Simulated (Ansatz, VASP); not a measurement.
# Cross-check of NiPS3 between VASP and Ansatz, part 3 of 3

Wanted: the spread between two codes on one cell, functional and k mesh.  The cell comes out of the VASP series on this material, whose earlier steps may have relaxed, scaled or displaced it; both programs get it as it stands.

VASP 6.6.1 and Ansatz 0.2.0.

So far: The structure; Ansatz: relaxation of cell and atoms, PBEsol with D3(BJ), DFT+U; VASP: relaxation of cell and atoms, PBEsol with D3(BJ), DFT+U.

In doubt: warnings of the run leave room for a lower electronic state, so energies may not be the lowest and differences between runs may mislead.

### 4. Comparison

Known differences besides the PAW data sets themselves: U acts on the PAW sphere in VASP and on atomic orbitals in Ansatz, so only states and trends compare; both relaxations stop at a tolerance, which leaves soft axes loose, and VASP keeps its plane-wave basis; the data sets hold 82 valence electrons in Ansatz (default PAW (the set named soft_2) files) and 66 in VASP; the cutoff is 420 eV in Ansatz and 400 eV in VASP; Ansatz makes its cores anew for this functional, VASP keeps those of its PBE data sets; Ansatz adds a Pulay correction to the stress that steers its cell, VASP none; site moments are counted in spheres of each program's own size. Total energies have different zeros and are not compared.

Both answers:

```
                                         quantity  Ansatz    VASP  difference
                                      volume (Å³)  170.67  168.45     +1.31 %
edge a after relaxation, in the typed setting (Å)   5.714   5.690     +0.43 %
edge c after relaxation, in the typed setting (Å)   6.330   6.300     +0.48 %
                                total moment (μB)    4.00    4.00        0.00
                               moment on Ni1 (μB)    1.37    1.39       -0.02
                               moment on Ni2 (μB)    1.37    1.39       -0.02
                                moment on S7 (μB)    0.10    0.12       -0.01
                                moment on S8 (μB)    0.10    0.12       -0.01
                                moment on S6 (μB)    0.10    0.12       -0.02
                                moment on S5 (μB)    0.10    0.12       -0.02
                               moment on S10 (μB)    0.10    0.12       -0.02
                                moment on S9 (μB)    0.10    0.12       -0.02
```

The walks stopped with -0.01 GPa left in Ansatz and -0.02 GPa in VASP; each walk ends within a tolerance, so the volume difference is uncertain by about these residues over the bulk modulus, most in soft cells.

### 5. Ansatz: single point, PBEsol with D3(BJ), DFT+U

A single point gives forces, pressure and levels at one fixed geometry, so differences don't come from the geometry; what else differs is listed under the comparison. The cell compared in this pair holds 168.45 Å³, against 168.90 Å³ for the pair before.

The cell comes out of the VASP series on this material, whose earlier steps may have relaxed, scaled or displaced it; both programs get it as it stands.

input.yaml

```yaml
crystal:
  lattice:
    - [2.8453685117, -4.9274063085, -0.0028775339]
    - [2.8453685117, 4.9274063085, -0.0028775339]
    - [-1.8902062692, 0.0, 6.009356176]
  atoms:
    - { symbol: Ni, position: [0.3329366591, 0.6670633409, 0.0], spin: 1.0 }
    - { symbol: Ni, position: [0.6670633409, 0.3329366591, 0.0], spin: 1.0 }
    - { symbol: P, position: [0.0613380312, 0.0613380312, 0.1794464306] }
    - { symbol: P, position: [0.9386619688, 0.9386619688, 0.8205535694] }
    - { symbol: S, position: [0.0846527377, 0.4343018922, 0.2524713708] }
    - { symbol: S, position: [0.5656981078, 0.9153472623, 0.7475286292] }
    - { symbol: S, position: [0.2642063195, 0.2642063195, 0.7472822922] }
    - { symbol: S, position: [0.7357936805, 0.7357936805, 0.2527177078] }
    - { symbol: S, position: [0.4343018922, 0.0846527377, 0.2524713708] }
    - { symbol: S, position: [0.9153472623, 0.5656981078, 0.7475286292] }
hamiltonian:
  xc: pbesol
  pseudopotentials: { kind: paw }
  dispersion: d3bj
  hubbard: { sites: [{ species: Ni, l: d, u_eff: 4.0 }] }
magnetization:
  spin_polarized: true
kpoints:
  mp_grid: { grid: [5, 5, 4] }
scf:
  occupations: { method: gaussian, width: 0.05 }
  n_extra_bands: 9
output:
  forces: true
  stress: true
  eigenvalues: true
  write_density: true
  write_potential: true
  elf: true
  volumetric_format: npy
```

Run with:

```bash
> ansatz run input.yaml --threads 4 --pin off --max-ram 9216MiB --backend cpu --events-out ev --progress --plain --runs-dir out
```

Numbers of over 12 decimals in the logs are rounded to 6 here.

Output:

```text
[...]
k-point 1 ↑: bands = [... 37 lower, 7.1461, 7.1950, 7.3611, 7.3766, 8.2702, 8.2949, 10.9390, 11.3771, ... 5 higher]
  k-point 2 ↑: bands = [... 37 lower, 6.9404, 7.1223, 7.2527, 7.4222, 8.2776, 8.3871, 10.9908, 11.3502, ... 5 higher]
  k-point 32 ↓: bands = [... 37 lower, 6.8658, 7.2137, 9.2665, 9.4388, 9.7468, 9.9499, 11.2514, 11.3559, ... 5 higher]
Occupation matrices written to <dir>
[key lines of the parts left out:]
SCF converged after 16 iterations
Magnetization: 4.0000 μB (43.0000 up, 39.0000 down)
Free energy (F): -18402.262705 eV
Fermi energy:    8.814625 eV
P = ⅓ Tr σ = 1.1072 GPa (11.072 kbar)
```

Wall time 14 s (4 threads of Intel Xeon Platinum 8488C (Sapphire Rapids), shared host); peak memory 1 GiB; 51 s of CPU time.

The run ends at a pressure of 1.11 GPa, with forces up to 0.097 eV/Å.

### 6. VASP: single point, PBEsol with D3(BJ), DFT+U

The same cell, functional, mesh and smearing now go to VASP, with its own data sets and cutoff.

INCAR

```
SYSTEM = NiPS3
PREC = Accurate
ENCUT = 400
EDIFF = 1E-06
NELM = 100
ISMEAR = 0
SIGMA = 0.05
LREAL = .FALSE.
ALGO = Normal
GGA = PS
IVDW = 12
NBANDS = 48
ISPIN = 2
MAGMOM = 1 1 0 0 0 0 0 0 0 0
LDAU = .TRUE.
LDAUTYPE = 2
LDAUL = 2 -1 -1
LDAUU = 4 0 0
LDAUJ = 0 0 0
LDAUPRINT = 1
LASPH = .TRUE.
LMAXMIX = 4
LORBIT = 11
LWAVE = .FALSE.
LCHARG = .TRUE.
ISIF = 2
LELF = .TRUE.
LVHAR = .TRUE.
```

POSCAR

```
NiPS3
1.0
    2.8453685117     -4.9274063085     -0.0028775339
    2.8453685117      4.9274063085     -0.0028775339
   -1.8902062692      0.0000000000      6.0093561760
Ni P S
2 2 6
Direct
    0.3329366591      0.6670633409      0.0000000000
    0.6670633409      0.3329366591      0.0000000000
    0.0613380312      0.0613380312      0.1794464306
    0.9386619688      0.9386619688      0.8205535694
    0.0846527377      0.4343018922      0.2524713708
    0.5656981078      0.9153472623      0.7475286292
    0.2642063195      0.2642063195      0.7472822922
    0.7357936805      0.7357936805      0.2527177078
    0.4343018922      0.0846527377      0.2524713708
    0.9153472623      0.5656981078      0.7475286292
```

KPOINTS

```
Automatic mesh
0
Gamma
5 5 4
0 0 0
```

Potentials, in the order of the species: Ni, P and S (PBE family, release 64).

Run with:

```bash
> mpirun -np 8 vasp_std
```

Output:

```text
[banner, memory and clock lines left out]
running    8 mpi-ranks, on    1 nodes
[...]
[... a notice as in an earlier step ...]

 [... a notice as in an earlier step ...]

 LDA part: xc-table for (Slater+PW92), standard interpolation
 POSCAR, INCAR and KPOINTS ok, starting setup
[...]
entering main loop
       N       E                     dE             d eps       ncg     rms          rms(c)
DAV:   1     0.444942849510E+03    0.44494E+03   -0.23724E+04  6336   0.110E+03
DAV:   2     0.570677083120E+01   -0.43924E+03   -0.41088E+03  6728   0.279E+02
DAV:   3    -0.473638894520E+02   -0.53071E+02   -0.51039E+02  7832   0.108E+02
DAV:   4    -0.492861044130E+02   -0.19222E+01   -0.19087E+01  7760   0.220E+01
[...]
DAV:  15    -0.491710882502E+02   -0.39879E-04   -0.50343E-05  9192   0.144E-01    0.182E-02
DAV:  16    -0.491710943474E+02   -0.60972E-05   -0.34457E-05  7880   0.322E-02    0.107E-02
DAV:  17    -0.491710952115E+02   -0.86407E-06   -0.13027E-06  5360   0.821E-03
   1 F= -.52088505E+02 E0= -.52088505E+02  d E =-.511640E-15  mag=     3.9999
```

From OUTCAR (step 6):

```text
 Edisp (eV)   -2.91741

  Total      -0.00859    -0.00745    -0.01162     0.00000     0.00000    -0.00273
  in kB      -0.08173    -0.07085    -0.11050     0.00000     0.00000    -0.02598
  external pressure =       -0.09 kB  Pullay stress =        0.00 kB

 POSITION                                       TOTAL-FORCE (eV/Angst)
 -----------------------------------------------------------------------------------
      2.84537      1.64638     -0.00288        -0.000000      0.000292      0.000000
      2.84537     -1.64638     -0.00288        -0.000000     -0.000292      0.000000
      0.00987      0.00000      1.07800         0.001909      0.000000     -0.005521
      3.79066      0.00000      4.92560        -0.001909      0.000000      0.005521
      0.99939      1.72286      1.51570         0.001954     -0.001458      0.002873
      2.80114      1.72286      4.48790        -0.001954     -0.001458     -0.002873
      0.09101      0.00000      4.48916        -0.005126      0.000000     -0.003104
      3.70952      0.00000      1.51444         0.005126      0.000000      0.003104
      0.99939     -1.72286      1.51570         0.001954      0.001458      0.002873
      2.80114     -1.72286      4.48790        -0.001954      0.001458     -0.002873
 -----------------------------------------------------------------------------------
    total drift:                               -0.000000      0.000000      0.000000

  FREE ENERGIE OF THE ION-ELECTRON SYSTEM (eV)
  ---------------------------------------------------
  free  energy   TOTEN  =       -52.0885050316 eV

  energy  without entropy=      -52.0885050316  energy(sigma->0) =      -52.08850503

[... 2 parts as in an earlier step ...]

[... 2 further parts left out ...]
[key lines of the parts left out:]
E-fermi :   6.4854
```

With spin, VASP writes an ELF for each channel.

### 7. Comparison

The two programs side by side:

```
              quantity  Ansatz   VASP  difference
        pressure (GPa)    1.11  -0.01       +1.12
gap on the k mesh (eV)   0.534  0.673      -0.139
     total moment (μB)    4.00   4.00        0.00
    moment on Ni1 (μB)    1.35   1.39       -0.03
    moment on Ni2 (μB)    1.35   1.39       -0.03
     moment on S7 (μB)    0.10   0.12       -0.01
     moment on S8 (μB)    0.10   0.12       -0.01
     moment on S6 (μB)    0.10   0.12       -0.02
     moment on S5 (μB)    0.10   0.12       -0.02
    moment on S10 (μB)    0.10   0.12       -0.02
     moment on S9 (μB)    0.10   0.12       -0.02
```

At this near-relaxed geometry the largest component of a force difference is 94 meV/Å.

### 8. Ansatz: band structure, PBEsol with D3(BJ), DFT+U

Levels along a path test the potential and the projectors away from the mesh points.

The cell comes out of the VASP series on this material, whose earlier steps may have relaxed, scaled or displaced it; both programs get it as it stands.

input.yaml

```yaml
crystal:
  lattice:
    - [2.8453685117, -4.9274063085, -0.0028775339]
    - [2.8453685117, 4.9274063085, -0.0028775339]
    - [-1.8902062692, 0.0, 6.009356176]
  atoms:
    - { symbol: Ni, position: [0.3329366591, 0.6670633409, 0.0], spin: 1.386 }
    - { symbol: Ni, position: [0.6670633409, 0.3329366591, 0.0], spin: 1.386 }
    - { symbol: P, position: [0.0613380312, 0.0613380312, 0.1794464306], spin: 0.011 }
    - { symbol: P, position: [0.9386619688, 0.9386619688, 0.8205535694], spin: 0.011 }
    - { symbol: S, position: [0.0846527377, 0.4343018922, 0.2524713708], spin: 0.117 }
    - { symbol: S, position: [0.5656981078, 0.9153472623, 0.7475286292], spin: 0.117 }
    - { symbol: S, position: [0.2642063195, 0.2642063195, 0.7472822922], spin: 0.118 }
    - { symbol: S, position: [0.7357936805, 0.7357936805, 0.2527177078], spin: 0.118 }
    - { symbol: S, position: [0.4343018922, 0.0846527377, 0.2524713708], spin: 0.117 }
    - { symbol: S, position: [0.9153472623, 0.5656981078, 0.7475286292], spin: 0.117 }
hamiltonian:
  xc: pbesol
  pseudopotentials: { kind: paw }
  dispersion: d3bj
  hubbard: { sites: [{ species: Ni, l: d, u_eff: 4.0 }] }
magnetization:
  spin_polarized: true
kpoints:
  mp_grid: { grid: [5, 5, 4] }
  band_path:
    path:
      - [0.0, 0.0, 0.0]
      - [-0.12122, -0.12122, 0.0202]
      - [-0.27275, -0.27275, 0.04546]
      - [-0.3379, -0.3379, 0.08889]
      - [-0.36055, -0.36055, 0.25553]
      - [-0.37868, -0.37868, 0.38884]
      - [-0.35602, -0.35602, 0.49492]
      - [-0.31977, -0.31977, 0.59194]
      - [-0.28352, -0.28352, 0.68895]
      - [-0.18042, -0.18042, 0.62024]
      - [-0.05155, -0.05155, 0.53435]
      - [-0.04545, 0.04545, 0.5]
      - [-0.27273, 0.27273, 0.5]
      - [-0.45455, 0.45455, 0.5]
      - [-0.53185, 0.46815, 0.52123]
      - [-0.57432, 0.42568, 0.54953]
      - [-0.71648, 0.28352, 0.31105]
      - [-0.69835, 0.30165, 0.17774]
      - [-0.6757, 0.3243, 0.0111]
      - [-0.65149, 0.34851, -0.05051]
      - [-0.57574, 0.42426, -0.02525]
      - [-0.51515, 0.48485, -0.00505]
      - [-0.36364, 0.36364, 0.0]
      - [-0.18182, 0.18182, 0.0]
      - [0.0, 0.0, 0.0]
      - [-0.18182, 0.0, 0.0]
      - [-0.40909, 0.0, 0.0]
      - [-0.45455, 0.0, 0.45455]
      - [-0.22727, 0.0, 0.22727]
      - [0.0, 0.0, 0.0]
    npoints: 1
scf:
  occupations: { method: gaussian, width: 0.05 }
  n_extra_bands: 14
output:
  forces: true
  stress: true
  eigenvalues: true
```

Run with:

```bash
> ansatz run input.yaml --threads 4 --pin off --max-ram 9216MiB --backend cpu --events-out ev --progress --plain --runs-dir out
```

Output:

```text
[...]
Crystal: 10 atoms, lattice volume = 168.452 Å³
Basis set: ecut = 420 eV, 3317 PW (Γ), exchange–correlation on 80×80×90 points (8 copies of the dense FFT grid, shifted against one another)
Bands: 55, of which v1, the nominal top of the filled ones, is band 41 counted from 1 (40 counted from 0)
Symmetry: 4 space group operations
[...]
k-point 1 ↑: bands = [... 37 lower, 7.1461, 7.1950, 7.3611, 7.3765, 8.2702, 8.2948, 10.9389, 11.3770, ... 10 higher]
  k-point 2 ↑: bands = [... 37 lower, 6.9404, 7.1223, 7.2526, 7.4221, 8.2776, 8.3871, 10.9908, 11.3501, ... 10 higher]
  k-point 32 ↓: bands = [... 37 lower, 6.8658, 7.2137, 9.2664, 9.4388, 9.7467, 9.9498, 11.2513, 11.3559, ... 10 higher]
Occupation matrices written to <dir>
[key lines of the parts left out:]
SCF converged after 16 iterations
Magnetization: 4.0000 μB (43.0000 up, 39.0000 down)
Free energy (F): -18402.262705 eV
Fermi energy:    8.814587 eV
P = ⅓ Tr σ = 1.1069 GPa (11.069 kbar)
```

It took 14 s on 4 threads; peak memory 1 GiB; 54 s of CPU time.

### 9. VASP: band structure, PBEsol with D3(BJ), DFT+U

The same cell, functional, mesh and smearing now go to VASP, with its own data sets and cutoff.

Changes to INCAR since step 6:

```diff
@@ -11,5 +11,5 @@
 IVDW = 12
-NBANDS = 48
+NBANDS = 62
 ISPIN = 2
-MAGMOM = 1 1 0 0 0 0 0 0 0 0
+MAGMOM = 1.386 1.386 0.011 0.011 0.117 0.117 0.118 0.118 0.117 0.117
 LDAU = .TRUE.
@@ -24,5 +24,3 @@
 LWAVE = .FALSE.
-LCHARG = .TRUE.
-ISIF = 2
-LELF = .TRUE.
-LVHAR = .TRUE.
+LCHARG = .FALSE.
+KPAR = 8
```

POSCAR is that of step 6.

KPOINTS is that of step 6.

KPOINTS_OPT

```
Line mode
12
Line-mode
Reciprocal
  0.00000000   0.00000000   0.00000000 GAMMA
 -0.33336442  -0.33336442   0.05555780 Y

 -0.33336442  -0.33336442   0.05555780 Y
 -0.38320851  -0.38320851   0.42216489 F

 -0.38320851  -0.38320851   0.42216489 F
 -0.28352034  -0.28352034   0.68895071 H

 -0.28352034  -0.28352034   0.68895071 H
  0.00000000   0.00000000   0.50000000 Z

  0.00000000   0.00000000   0.50000000 Z
 -0.50000000   0.50000000   0.50000000 I

 -0.50000000   0.50000000   0.50000000 I
 -0.61679149   0.38320851   0.57783511 F1

 -0.71647966   0.28352034   0.31104929 H1
 -0.66663558   0.33336442  -0.05555780 Y1

 -0.66663558   0.33336442  -0.05555780 Y1
 -0.50000000   0.50000000   0.00000000 X

 -0.50000000   0.50000000   0.00000000 X
  0.00000000   0.00000000   0.00000000 GAMMA

  0.00000000   0.00000000   0.00000000 GAMMA
 -0.50000000   0.00000000   0.00000000 N

 -0.50000000   0.00000000   0.50000000 M
  0.00000000   0.00000000   0.00000000 GAMMA
```

Run with:

```bash
> mpirun -np 8 vasp_std
```

Output:

```text
[banner, memory and clock lines left out]
running    8 mpi-ranks, on    1 nodes
[...]
[... a notice as in an earlier step ...]

 [... a notice as in an earlier step ...]

 LDA part: xc-table for (Slater+PW92), standard interpolation
 POSCAR, INCAR and KPOINTS ok, starting setup
[...]
entering main loop
       N       E                     dE             d eps       ncg     rms          rms(c)
DAV:   1     0.433371606948E+03    0.43337E+03   -0.22066E+04  8184   0.842E+02
DAV:   2     0.576774740017E+01   -0.42760E+03   -0.38730E+03  8688   0.230E+02
DAV:   3    -0.477649439834E+02   -0.53533E+02   -0.50840E+02  9700   0.881E+01
DAV:   4    -0.495834729831E+02   -0.18185E+01   -0.18063E+01  9920   0.174E+01
[...]
DAV:  15    -0.491710896213E+02   -0.37256E-04   -0.32474E-05 11322   0.123E-01    0.134E-02
DAV:  16    -0.491710949826E+02   -0.53614E-05   -0.38631E-05  9852   0.256E-02    0.730E-03
DAV:  17    -0.491710953589E+02   -0.37630E-06   -0.96049E-07  5858   0.563E-03
   1 F= -.52088505E+02 E0= -.52088505E+02  d E =-.418908E-17  mag=     4.0000
 Start KPOINTS_OPT (optional k-point list driver)
k-point batch [1-33\132]
       N       E                     dE             ncg
DAV:   1     0.162683001132E+05   -0.21899E+05     8184
DAV:   2     0.253228287805E+04   -0.13736E+05     8758
DAV:   3     0.778804139818E+03   -0.17535E+04     9582
DAV:   4     0.721374380868E+03   -0.57430E+02    10072
[...]
DAV:   8     0.720198990910E+03   -0.43504E-04     9260
DAV:   9     0.720198988011E+03   -0.28989E-05     7712
DAV:  10     0.720198987844E+03   -0.16717E-06     6516
[...]
k-point batch [100-132\132]
       N       E                     dE             ncg
DAV:   1     0.162288137099E+05   -0.37869E+04     8184
DAV:   2     0.251900270890E+04   -0.13710E+05     8734
DAV:   3     0.775718463286E+03   -0.17433E+04     9760
DAV:   4     0.718644507762E+03   -0.57074E+02     9776
[...]
DAV:   8     0.717485377429E+03   -0.45058E-04     8994
DAV:   9     0.717485374603E+03   -0.28261E-05     7498
DAV:  10     0.717485374445E+03   -0.15818E-06     6186
```

OUTCAR, selected parts (step 9):

```text
 Edisp (eV)   -2.91741

  Total      -0.02143    -0.02043    -0.02214     0.00000     0.00000    -0.00276
  in kB      -0.20381    -0.19427    -0.21060     0.00000     0.00000    -0.02630
  external pressure =       -0.20 kB  Pullay stress =        0.00 kB

 POSITION                                       TOTAL-FORCE (eV/Angst)
 -----------------------------------------------------------------------------------
      2.84537      1.64638     -0.00288         0.000000      0.000293     -0.000000
      2.84537     -1.64638     -0.00288         0.000000     -0.000293     -0.000000
      0.00987      0.00000      1.07800         0.001912      0.000000     -0.005484
      3.79066      0.00000      4.92560        -0.001912      0.000000      0.005484
      0.99939      1.72286      1.51570         0.001905     -0.001548      0.002935
      2.80114      1.72286      4.48790        -0.001905     -0.001548     -0.002935
      0.09101      0.00000      4.48916        -0.005229      0.000000     -0.003166
      3.70952      0.00000      1.51444         0.005229      0.000000      0.003166
      0.99939     -1.72286      1.51570         0.001905      0.001548      0.002935
      2.80114     -1.72286      4.48790        -0.001905      0.001548     -0.002935
 -----------------------------------------------------------------------------------
    total drift:                               -0.000000      0.000000      0.000000

  FREE ENERGIE OF THE ION-ELECTRON SYSTEM (eV)
  ---------------------------------------------------
  free  energy   TOTEN  =       -52.0885051791 eV

  energy  without entropy=      -52.0885051791  energy(sigma->0) =      -52.08850518

[... 2 parts as in an earlier step ...]

[... 2 further parts left out ...]
[key lines of the parts left out:]
E-fermi :   6.5076
```

Direct gaps are counted within one spin. The valence top and the conduction bottom belong to opposite spins.

### 10. Side by side

Compared:

```
          quantity  Ansatz   VASP  difference
    pressure (GPa)    1.11  -0.02       +1.13
 total moment (μB)    4.00   4.00        0.00
moment on Ni1 (μB)    1.35   1.39       -0.03
moment on Ni2 (μB)    1.35   1.39       -0.03
 moment on S7 (μB)    0.10   0.12       -0.01
 moment on S8 (μB)    0.10   0.12       -0.01
 moment on S6 (μB)    0.10   0.12       -0.02
 moment on S5 (μB)    0.10   0.12       -0.02
moment on S10 (μB)    0.10   0.12       -0.02
 moment on S9 (μB)    0.10   0.12       -0.02
```

At this near-relaxed geometry the largest component of a force difference is 94 meV/Å.

### 11. Summary of results

| Property | Result |
| --- | --- |
| difference in moment on Ni1 (relaxation of cell and atoms, PBEsol with D3(BJ), DFT+U) | -0.018 μB |
| difference in volume (relaxation of cell and atoms, PBEsol with D3(BJ), DFT+U) | +1.3 % |
| difference in moment on Ni1 (single point, PBEsol with D3(BJ), DFT+U) | -0.031 μB |
| difference in moment on Ni1 (band structure, PBEsol with D3(BJ), DFT+U) | -0.031 μB |

What this shows: The difference in moment on Ni1 is -0.018 μB (relaxation of cell and atoms, PBEsol with D3(BJ), DFT+U). Among the rows given in per cent, the largest difference of the relaxation of cell and atoms, PBEsol with D3(BJ), DFT+U pair is in volume, +1.3 %. How closely two codes agree says nothing of how well the functional describes the real material.

[Lines on the potential files, build, host, timing and source positions are cut from VASP's logs without a mark.]

[Logs are printed without paths, hosts, clocks, repeated set-up lines and the standing remarks that a program may print on its own settings, such as how far it seeks lower states.]

[Hosts, paths, dates, database ids (printed as entryN), source tags and the programs' standing remarks are cut or masked in the printed files.]
